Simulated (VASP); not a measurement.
Here is a VASP 6.6.1 calculation.

File POSCAR:

```
CS2
1.0
    8.9628090000      0.0000000000      0.0000000000
    0.0000000000      8.9628090000      0.0000000000
    0.0000000000      0.0000000000      8.9628090000
S C
16 8
Direct
    0.8362636029      0.6447127497      0.0352472993
    0.5725251644      0.8387087486      0.1490141144
    0.1998914491      0.1962546378      0.4240231412
    0.1267738936      0.4114218787      0.1624789539
    1.0486850318      0.6106285178      0.6136669778
    0.7812511359      0.5127304694      0.4163513619
    0.5208337734      1.0101623301      0.5127035505
    0.7437935599      0.8798123746      0.7430756034
    0.4858570885      0.4130903759      1.0257932423
    0.4616266911      0.5871620339      0.7274697201
   -0.0963068879      0.9284591097      0.3666877066
    0.1914099400      0.7934592335      0.2296277395
    0.2136813005     -0.0648529507      0.8553936271
    0.1777900505      0.2741972452      0.7961132118
    0.8241753700      0.1596462273      1.0598351250
    0.7769228049      0.2969159817      0.7457118559
    0.7044005924      0.7421071949      0.0913454675
    0.1634443882      0.3040887126      0.2932743827
    0.9151055486      0.5603947808      0.5153032910
    0.6324856915      0.9451628248      0.6284296810
    0.4743872572      0.5004431604      0.8771022309
    0.0477241921      0.8628178907      0.2976000510
    0.1956619927      0.1049462664      0.8265643785
    0.7999477691      0.2288377062      0.9029619866
```

The input INCAR.step1:

```
  ALGO = Normal
  EDIFF = 1E-4
  ENCUT = 520
  GGA = PE
  ISMEAR = -1
  LASPH = T
  LCHARG = F
  LREAL = Auto
  LWAVE = T
  NBANDS = 82
  NELM = 100
  PREC = Accurate
  SIGMA = 0.02
```

INCAR.step2

```
  ALGO = Normal
  EDIFF = 1E-6
  ENCUT = 520
  ISIF = 2
  ISMEAR = -1
  ISTART = 1
  IVDW = 12
  LASPH = T
  LCHARG = F
  LMIXTAU = T
  LREAL = Auto
  LWAVE = F
  METAGGA = R2SCAN
  NBANDS = 82
  NELM = 100
  PREC = Accurate
  SIGMA = 0.02
  VDW_A1 = 0.49484001
  VDW_A2 = 5.73083694
  VDW_S6 = 1.0
  VDW_S8 = 0.78981345
```

KPOINTS

```
k-points
0
Gamma
  1 1 1
```

Potentials or basis: VASP PAW PBE potentials, release 64 (S, C).

Run with:

```bash
$ cat potpaw_PBE.64/S/POTCAR potpaw_PBE.64/C/POTCAR > POTCAR
$ cp INCAR.step1 INCAR
$ mpirun -np 1 vasp_gam > vasp.out
$ cp INCAR.step2 INCAR
$ mpirun -np 1 vasp_gam > vasp.out
```

Q: Estimate the dispersion energy per atom.

A: -0.069 eV.

Q: What does it give for the band gap on the k mesh?

A: 3.25 eV, direct.

Q: Predict the pressure.

A: -0.3 GPa.

Q: Estimate the largest force.

A: 0.384 eV/Å.

Stress tensor (GPa, compression positive):
```
-0.07  0.33 -0.05
 0.33 -0.24 -0.03
-0.05 -0.03 -0.50
```

Caveat: the PAW data sets were made with another functional, which shifts forces and pressure a little. r2SCAN opens gaps a little over a GGA but as a rule still falls short of measured ones.
